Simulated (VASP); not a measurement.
# SiO2 (Quartz): excitons from the Bethe-Salpeter equation

What does the electron-hole attraction do to the spectrum of SiO2 (Quartz)? The cell has space group P3_121. The start is a cell from a database of measured crystal structures.

Program: VASP 6.6.1. Level of theory: LDA; plane waves and PAW (Si_GW, O_GW), in the first sound run; inputs show where later runs differ. Results are calculated unless marked as measured.

Most raw output is cut from this account.

## Step 1: Starting point

The structure is trigonal, space group P3_121 (No. 152). The conventional cell has a = 4.916 Å, b = 4.916 Å, c = 5.409 Å, α = 90.00°, β = 90.00°, γ = 120.00°. Nearest to Si lie 4 O at 1.61 Å. O has 2 Si at 1.61 Å nearest. Farther neighbours and most contacts between anions are not listed.

Coordinates:

```xyz
9
Lattice="4.9158 0.0000 0.0000 -2.4579 4.2572 0.0000 0.0000 0.0000 5.4091" Properties=species:S:1:pos:R:3 pbc="T T T"
Si    2.6068    0.0000    1.8030
Si   -1.3034    2.2576    3.6061
Si    1.1545    1.9996    0.0000
O    -0.2994    1.7633    4.7654
O     1.0805    3.1163    1.1594
O    -0.7811    3.6348    2.9624
O     1.6768    0.6224    0.6437
O     2.1585    2.4939    4.2497
O     3.5384    1.1409    2.4467
```

## Step 2: Ground state

The orbitals come from a self-consistent LDA run with a tight EDIFF and a narrow smearing. KPOINTS_OPT adds the bands along a path, which shows whether the mesh holds the band edges.

Input file INCAR:

```
SYSTEM = SiO2
PREC = Accurate
ENCUT = 440
EDIFF = 1E-08
NELM = 100
ISMEAR = 0
SIGMA = 0.01
LREAL = .FALSE.
ALGO = Normal
GGA = CA
NBANDS = 33
LORBIT = 11
LWAVE = .TRUE.
LCHARG = .FALSE.
KPAR = 8
```

Input file POSCAR:

```
SiO2
1.0
    4.9158000000      0.0000000000      0.0000000000
   -2.4579000000      4.2572076799      0.0000000000
    0.0000000000      0.0000000000      5.4091000000
Si O
3 6
Direct
    0.5303000000      0.0000000000      0.3333333333
    0.0000000000      0.5303000000      0.6666666667
    0.4697000000      0.4697000000      0.0000000000
    0.1462000000      0.4142000000      0.8810000000
    0.5858000000      0.7320000000      0.2143333333
    0.2680000000      0.8538000000      0.5476666667
    0.4142000000      0.1462000000      0.1190000000
    0.7320000000      0.5858000000      0.7856666667
    0.8538000000      0.2680000000      0.4523333333
```

Input file KPOINTS:

```
Automatic mesh
0
Gamma
6 6 4
0 0 0
```

Input file KPOINTS_OPT:

```
Line mode
8
Line-mode
Reciprocal
  0.00000000   0.00000000   0.00000000 GAMMA
  0.50000000   0.00000000   0.00000000 M

  0.50000000   0.00000000   0.00000000 M
  0.33333333   0.33333333   0.00000000 K

  0.33333333   0.33333333   0.00000000 K
  0.00000000   0.00000000   0.00000000 GAMMA

  0.00000000   0.00000000   0.00000000 GAMMA
  0.00000000   0.00000000   0.50000000 A

  0.00000000   0.00000000   0.50000000 A
  0.50000000   0.00000000   0.50000000 L

  0.50000000   0.00000000   0.50000000 L
  0.33333333   0.33333333   0.50000000 H

  0.33333333   0.33333333   0.50000000 H
  0.00000000   0.00000000   0.50000000 A

  0.50000000   0.00000000   0.50000000 L
  0.50000000   0.00000000   0.00000000 M

  0.33333333   0.33333333   0.00000000 K
  0.33333333   0.33333333   0.50000000 H
```

Potentials, in the order of the species: Si_GW and O_GW (LDA family, release 64).

Command:

```sh
$ mpirun -np 8 vasp_std
```

Wall time 29 s (8 MPI ranks of Intel Xeon Platinum 8559C (Emerald Rapids), shared host); peak memory 2.1 GiB.

Numbers from this step:

```yaml
free_energy_toten: -78.0021 eV
fermi_energy: 0.7575 eV
pressure: -2.832 GPa
least_gap_on_mesh_and_path: 5.756 eV
least_direct_gap_on_mesh_and_path: 6.064 eV
```

The highest empty bands on the path are converged less tightly, to about 0.1 eV. The electronic bands at the labelled points (eV, zero at the valence-band top; v1 is the highest filled band, c1 the lowest empty one):

```
          point     v4     v3     v2     v1    c1    c2    c3     c4
              Γ  -1.01  -0.69  -0.33  -0.33  5.76  9.00  9.00   9.48
0.43 of the way  -1.01  -0.83  -0.25  -0.19  6.43  9.01  9.08   9.55
              M  -1.06  -0.80  -0.27  -0.03  8.02  8.74  9.42   9.45
0.43 of the way  -1.10  -0.67  -0.31  -0.02  8.16  8.78  9.37   9.58
              K  -1.26  -0.44  -0.44   0.00  8.67  8.67  9.16  10.09
0.43 of the way  -0.98  -0.82  -0.26  -0.08  7.16  9.08  9.23   9.68
              Γ  -1.01  -0.69  -0.33  -0.33  5.76  9.00  9.00   9.48
0.57 of the way  -1.13  -0.49  -0.20  -0.09  6.52  8.78  8.86   8.94
              A  -1.23  -0.21  -0.21  -0.09  7.70  7.70  8.68   9.46
0.43 of the way  -1.13  -0.39  -0.37  -0.14  8.01  8.09  8.96   9.44
              L  -0.90  -0.84  -0.61  -0.19  8.76  9.19  9.34   9.47
0.43 of the way  -0.87  -0.86  -0.63  -0.30  8.79  9.29  9.41   9.52
              H  -0.95  -0.78  -0.60  -0.60  8.88  9.48  9.48   9.82
0.43 of the way  -1.05  -0.61  -0.43  -0.27  8.38  8.54  9.19   9.64
              A  -1.23  -0.21  -0.21  -0.09  7.70  7.70  8.68   9.46
      jump to L  -0.90  -0.84  -0.61  -0.19  8.76  9.19  9.34   9.47
0.43 of the way  -0.99  -0.71  -0.50  -0.13  8.41  8.88  9.28   9.74
              M  -1.06  -0.80  -0.27  -0.03  8.02  8.74  9.42   9.45
      jump to K  -1.26  -0.44  -0.44   0.00  8.67  8.67  9.16  10.09
0.57 of the way  -1.01  -0.58  -0.55  -0.26  8.77  9.00  9.39   9.90
              H  -0.95  -0.78  -0.60  -0.60  8.88  9.48  9.48   9.82
```

Of the projections kept (Si, O), the largest for each band there; the rest of the weight can lie on other orbitals:

```
point      v4      v3      v2      v1       c1       c2       c3       c4
    Γ  O 0.94  O 0.94  O 0.97  O 0.97   O 0.74  Si 0.69  Si 0.69  Si 0.55
    M  O 0.93  O 0.95  O 0.97  O 0.98   O 0.69   O 0.76  Si 0.66  Si 0.59
    K  O 0.92  O 0.96  O 0.96  O 0.99   O 0.71   O 0.71   O 0.65  Si 0.70
    Γ  O 0.94  O 0.94  O 0.97  O 0.97   O 0.74  Si 0.69  Si 0.69  Si 0.55
    A  O 0.92  O 0.97  O 0.97  O 0.98   O 0.79   O 0.79  Si 0.96  Si 0.78
    L  O 0.94  O 0.93  O 0.95  O 0.97  Si 0.54   O 0.54   O 0.73  Si 0.57
```

The cell has a gap of 5.76 eV on mesh and path and a pressure of -2.8 GPa, which holds the misfit of the given cell and coordinates with this functional, and any error of cutoff, mesh and data sets. Forces of up to 0.075 eV/Å remain in these settings.

## Step 3: Empty bands

The next step needs empty bands that the ground-state run didn't converge, so the Hamiltonian is diagonalised exactly for NBANDS bands, in a single step. LOPTICS writes the k-derivatives of the orbitals (WAVEDER), which give the long-wavelength limit of the screening.

Input file INCAR:

```
SYSTEM = SiO2
PREC = Accurate
ENCUT = 440
ISMEAR = 0
SIGMA = 0.01
LREAL = .FALSE.
GGA = CA
NBANDS = 264
ALGO = Exact
NELM = 1
LWAVE = .TRUE.
LCHARG = .FALSE.
LOPTICS = .TRUE.
NEDOS = 1000
CSHIFT = 0.1
```

POSCAR is that of step 2.

KPOINTS is that of step 2.

Command:

```sh
$ mpirun -np 8 vasp_std
```

Wall time 84 s (8 MPI ranks); peak memory 4.4 GiB; 11 min of CPU time.

The gap is read on the k-mesh alone, so it is an upper bound where the band edges lie off the mesh.

A gap read on the k-mesh alone can miss the band edges.

Numbers from this step:

| Property | Result |
| --- | --- |
| gap on the k-mesh | 5.756 eV |
| least direct gap on the k-mesh | 6.085 eV |

WAVECAR now holds 264 bands for 48 electrons. Its independent-particle dielectric tensor has xx, yy, zz = 2.6, 2.6, 2.6 on this mesh, which isn't tested for convergence in mesh or bands and lacks local fields.

## Step 4: G0W0

This step: G0W0 on LDA; plane waves and PAW (Si_GW, O_GW) (VASP 6.6.1).

One pass of GW corrects the levels to first order, with G and W from the starting orbitals. LWAVE keeps the quasiparticle levels in WAVECAR, and the W files hold the screened interaction for the next step.

Input file INCAR:

```
SYSTEM = SiO2
PREC = Accurate
ENCUT = 440
ISMEAR = 0
SIGMA = 0.01
LREAL = .FALSE.
GGA = CA
NBANDS = 264
ALGO = EVGW0
NELMGW = 1
ENCUTGW = 100
NOMEGA = 48
PRECFOCK = Fast
NBANDSGW = 32
LWAVE = .TRUE.
LCHARG = .FALSE.
```

POSCAR is that of step 3.

KPOINTS is that of step 3.

Command:

```sh
$ mpirun -np 8 vasp_std
```

The job ended after 14 min (8 MPI ranks; peak memory 4.2 GiB).

Numbers from this step:

```yaml
quasiparticle_gap_on_the_mesh: 8.654 eV
smallest_direct_quasiparticle_gap_on_the_mesh: 9.041 eV
gap_of_the_starting_orbitals_on_the_mesh: 5.756 eV
```

GW takes the gap from 5.756 to 8.654 eV. The value holds for 264 bands, ENCUTGW = 100 eV and this mesh, and isn't shown to be converged in them.

## Step 5: BSE, Tamm-Dancoff

This step: BSE on G0W0 on LDA; plane waves and PAW (Si_GW, O_GW) (VASP 6.6.1).

The Bethe-Salpeter equation adds the screened attraction of electron and hole to the quasiparticle pairs; ANTIRES = 0 leaves out the coupling to antiresonant pairs.

Input file INCAR:

```
SYSTEM = SiO2
PREC = Accurate
ENCUT = 440
ISMEAR = 0
SIGMA = 0.01
LREAL = .FALSE.
GGA = CA
NBANDS = 264
ALGO = BSE
NBANDSO = 5
NBANDSV = 5
OMEGAMAX = 25
NEDOS = 1000
CSHIFT = 0.1
PRECFOCK = Fast
LWAVE = .FALSE.
LCHARG = .FALSE.
ENCUTGW = 100
ANTIRES = 0
```

POSCAR is that of step 4.

KPOINTS is that of step 4.

Command:

```sh
$ mpirun -np 8 vasp_std
```

Elapsed: 32 s, on 8 MPI ranks; peak memory 4.8 GiB.

Numbers from this step:

| Quantity | Value |
| --- | --- |
| lowest excitation | 8.038 eV |
| direct gap less the lowest excitation | 1.003 eV |

The imaginary dielectric function has structure finer than the step of the table below, so its rows give means over 0.5 eV, whole bins alone (the curve runs from 0 to 25 eV). Peaks (eV: height): xx 10.96: 3.42; zz 10.76: 3.98.

From 5 filled and 5 empty bands alone, without any pair above OMEGAMAX = 25 eV, so strength is missing wherever others contribute; lines are broadened by CSHIFT, which also makes the tail under the first line. The imaginary dielectric function by photon energy; means over each step:

| photon energy (eV) | xx | zz |
| --- | --- | --- |
| 0.5 | 2.3e-4 | 2.3e-4 |
| 1.0 | 4.7e-4 | 4.8e-4 |
| 1.5 | 7.1e-4 | 7.3e-4 |
| 2.0 | 9.8e-4 | 0.00101 |
| 2.5 | 0.00128 | 0.00131 |
| 3.0 | 0.00160 | 0.00166 |
| 3.5 | 0.00198 | 0.00206 |
| 4.0 | 0.00246 | 0.00252 |
| 4.5 | 0.00301 | 0.00310 |
| 5.0 | 0.00370 | 0.00380 |
| 5.5 | 0.00456 | 0.00472 |
| 6.0 | 0.00569 | 0.00595 |
| 6.5 | 0.00728 | 0.00762 |
| 7.0 | 0.00955 | 0.0100 |
| 7.5 | 0.0133 | 0.0138 |
| 8.0 | 0.0231 | 0.0202 |
| 8.5 | 0.0440 | 0.0352 |
| 9.0 | 0.103 | 0.0885 |
| 9.5 | 0.223 | 0.293 |
| 10.0 | 0.658 | 1.06 |
| 10.5 | 1.74 | 2.57 |
| 11.0 | 2.69 | 2.26 |
| 11.5 | 1.72 | 0.976 |
| 12.0 | 1.13 | 0.999 |
| 12.5 | 0.630 | 0.528 |
| 13.0 | 0.393 | 0.340 |
| 13.5 | 0.264 | 0.207 |
| 14.0 | 0.118 | 0.0947 |
| 14.5 | 0.0419 | 0.0300 |
| 15.0 | 0.0162 | 0.0137 |
| 15.5 | 0.0109 | 0.00954 |
| 16.0 | 0.00812 | 0.00722 |
| 16.5 | 0.00637 | 0.00571 |
| 17.0 | 0.00514 | 0.00463 |
| 17.5 | 0.00426 | 0.00386 |
| 18.0 | 0.00356 | 0.00325 |
| 18.5 | 0.00303 | 0.00276 |
| 19.0 | 0.00261 | 0.00240 |
| 19.5 | 0.00227 | 0.00209 |
| 20.0 | 0.00199 | 0.00185 |
| 20.5 | 0.00176 | 0.00164 |
| 21.0 | 0.00157 | 0.00146 |
| 21.5 | 0.00142 | 0.00132 |
| 22.0 | 0.00126 | 0.00118 |
| 22.5 | 0.00115 | 0.00106 |
| 23.0 | 0.00104 | 9.8e-4 |
| 23.5 | 9.5e-4 | 9.0e-4 |
| 24.0 | 8.8e-4 | 8.0e-4 |
| 24.5 | 8.0e-4 | 7.4e-4 |

Some of the lowest 40 states alone, with states under 2.5 meV apart joined, scaled to the strongest line shown. Exciton lines, with heights relative to the strongest:

```
position (eV)  lines merged  oscillator strength
        8.038             2                   20
        8.445             1                  0.0
        8.509             2                   61
        8.542             2                  5.0
        8.689             1                  7.7
        8.752             2                  1.7
        8.775             1                  0.0
        8.814             1                  0.0
        8.828             2                   10
        8.855             2                  0.4
        8.859             1                  2.1
        8.897             2                   11
        8.997             1                  0.0
        9.025             2                  100
        9.076             2                   36
        9.108             1                   58
        9.115             2                   81
        9.117             1                  0.0
        9.176             1                  2.0
        9.198             1                  0.0
        9.239             2                  3.5
        9.254             3                   50
        9.269             2                  0.2
```

The lowest excitation lies at 8.038 eV, -1003 meV against the direct gap of these orbitals. No second mesh in this session tests these energies, peaks and heights.

## Step 6: Without the electron-hole attraction

This step: BSE on G0W0 on LDA, without the electron-hole attraction; plane waves and PAW (Si_GW, O_GW) (VASP 6.6.1).

LADDER = .FALSE. removes the attraction and keeps the local fields, which shows what the attraction does.

INCAR: that of step 5 with these lines changed.

```diff
@@ -19 +19,2 @@
 ANTIRES = 0
+LADDER = .FALSE.
```

POSCAR is that of step 5.

KPOINTS is that of step 5.

Command:

```sh
$ mpirun -np 8 vasp_std
```

Run time: 24 s. Hardware: 8 MPI ranks; peak memory 3.5 GiB; 3 min of CPU time.

Numbers from this step:

```yaml
lowest_excitation: 9.042 eV
```

From 5 filled and 5 empty bands alone, without any pair above OMEGAMAX = 25 eV, so strength is missing wherever others contribute; lines are broadened by CSHIFT, which also makes the tail under the first line. Imaginary dielectric function against photon energy; read off at these points:

| photon energy (eV) | xx | zz |
| --- | --- | --- |
| 0.0 | 0 | 0 |
| 1.0 | 3.0e-4 | 3.0e-4 |
| 2.0 | 6.0e-4 | 6.0e-4 |
| 3.0 | 9.0e-4 | 9.0e-4 |
| 4.0 | 0.0013 | 0.0013 |
| 5.0 | 0.00189 | 0.0019 |
| 6.0 | 0.00259 | 0.00269 |
| 7.0 | 0.00379 | 0.00389 |
| 8.0 | 0.00568 | 0.00588 |
| 9.0 | 0.0107 | 0.00995 |
| 10.0 | 0.0321 | 0.0262 |
| 11.0 | 0.146 | 0.141 |
| 12.0 | 0.392 | 0.554 |
| 13.0 | 1.68 | 2.64 |
| 13.6 | 2.84 | 2.11 |
| 14.0 | 2.10 | 1.45 |
| 15.0 | 0.410 | 0.161 |
| 16.0 | 0.0328 | 0.0245 |
| 17.0 | 0.0143 | 0.0117 |
| 18.0 | 0.00811 | 0.00697 |
| 19.0 | 0.00526 | 0.00466 |
| 20.0 | 0.00366 | 0.00326 |
| 21.0 | 0.0027 | 0.00246 |
| 22.0 | 0.0021 | 0.0019 |
| 23.0 | 0.00166 | 0.0015 |
| 24.0 | 0.0013 | 0.0012 |
| 25.0 | 0.0011 | 0.001 |

The lowest excitation lies at 9.042 eV, +1005 meV against the Tamm-Dancoff singlet. No second mesh in this session tests these energies, peaks and heights.

## Step 7: Independent quasiparticles

This step: BSE on G0W0 on LDA, independent quasiparticles; plane waves and PAW (Si_GW, O_GW) (VASP 6.6.1).

With LADDER and LHARTREE off the pairs don't interact at all, so the lowest line must equal the direct gap.

INCAR: that of step 6 with these lines changed.

```diff
@@ -20 +20,2 @@
 LADDER = .FALSE.
+LHARTREE = .FALSE.
```

POSCAR is that of step 6.

KPOINTS is that of step 6.

Command:

```sh
$ mpirun -np 8 vasp_std
```

Run time: 9.2 s. Hardware: 8 MPI ranks; peak memory 3.6 GiB.

This step gave:

```yaml
lowest_excitation: 9.041 eV
```

From 5 filled and 5 empty bands alone, without any pair above OMEGAMAX = 25 eV, so strength is missing wherever others contribute; lines are broadened by CSHIFT, which also makes the tail under the first line. Table of imaginary dielectric function by photon energy; read off at these points:

| photon energy (eV) | xx | zz |
| --- | --- | --- |
| 0.0 | 0 | 0 |
| 1.0 | 3.0e-4 | 3.0e-4 |
| 2.0 | 6.0e-4 | 6.0e-4 |
| 3.0 | 9.0e-4 | 1.0e-3 |
| 4.0 | 0.00139 | 0.0014 |
| 5.0 | 0.0019 | 0.00199 |
| 6.0 | 0.0027 | 0.00279 |
| 7.0 | 0.00398 | 0.00408 |
| 8.0 | 0.00598 | 0.00618 |
| 9.0 | 0.0113 | 0.0105 |
| 10.0 | 0.0342 | 0.0279 |
| 11.0 | 0.164 | 0.161 |
| 12.0 | 0.461 | 0.661 |
| 13.0 | 1.99 | 2.52 |
| 13.6 | 2.92 | 1.89 |
| 14.0 | 1.72 | 1.09 |
| 15.0 | 0.203 | 0.104 |
| 16.0 | 0.0268 | 0.0220 |
| 17.0 | 0.0126 | 0.0109 |
| 18.0 | 0.00741 | 0.00661 |
| 19.0 | 0.00492 | 0.00442 |
| 20.0 | 0.00346 | 0.00316 |
| 21.0 | 0.0026 | 0.00236 |
| 22.0 | 0.002 | 0.00186 |
| 23.0 | 0.0016 | 0.00146 |
| 24.0 | 0.0013 | 0.0012 |
| 25.0 | 0.0011 | 0.001 |

The lowest excitation lies at 9.041 eV, +1003 meV against the Tamm-Dancoff singlet. No second mesh in this session tests these energies, peaks and heights.

## Step 8: Summary

This step: BSE on G0W0 on LDA; plane waves and PAW (VASP 6.6.1).

Derived from the runs above.

Cost is wall time times ranks on a shared host, for this step alone, without the steps before it. Excitations by level:

```
                               level  first excitation (eV)  cost (core minutes)
                   BSE, Tamm-Dancoff                  8.038                 4.27
without the electron-hole attraction                  9.042                  3.2
          independent quasiparticles                  9.041                 1.23
```

## Step 9: Summary of results

| Property | Result |
| --- | --- |
| BSE, Tamm-Dancoff | lowest vertical excitation 8.038 eV; direct gap 9.041 eV |
| without the electron-hole attraction | lowest vertical excitation 9.042 eV; direct gap 9.041 eV |
| independent quasiparticles | lowest vertical excitation 9.041 eV; direct gap 9.041 eV |

**Reading.** The Bethe-Salpeter equation puts the lowest vertical singlet excitation at 8.038 eV, 1.00 eV below the direct gap of 9.041 eV; the states within 10 meV of it carry 14 % of the strength of the strongest such group among the lowest 40 states. The spectra were run on one mesh, so the distance from the gap isn't shown to be converged; coarse meshes tend to overstate it. Bands, response cutoff and mesh of the GW step weren't tested in this session. Only vertical pairs enter; the least gap on the mesh is indirect, 8.654 eV, and its phonon-assisted absorption is absent. Only the bands set by NBANDSO and NBANDSV form pairs, and any pair above OMEGAMAX = 25 eV is dropped, so the spectrum is that of this window; the window can cut degenerate bands, and the ratio of directions in the curves is that of the window, not of the crystal. Not tabulated here, as repeats of values shown or as unfit to read for their mesh, reference level or band range: eps2 curves (empty bands); eps1 curves and static values (BSE, empty bands, independent quasiparticles, without the electron-hole attraction); line lists of runs without attraction (independent quasiparticles, without the electron-hole attraction).

[Lines on the potential files, build, host, timing and source positions are cut from VASP's logs without a mark.]

[Logs are printed without paths, hosts, clocks, repeated set-up lines and the standing remarks that a program may print on its own settings, such as how far it seeks lower states.]

[Hosts, paths, dates, database ids (printed as entryN), source tags and the programs' standing remarks are cut or masked in the printed files.]

[Pressures printed for these runs are not shown converged in the cutoff: they can be off by several GPa and have the wrong sign.]
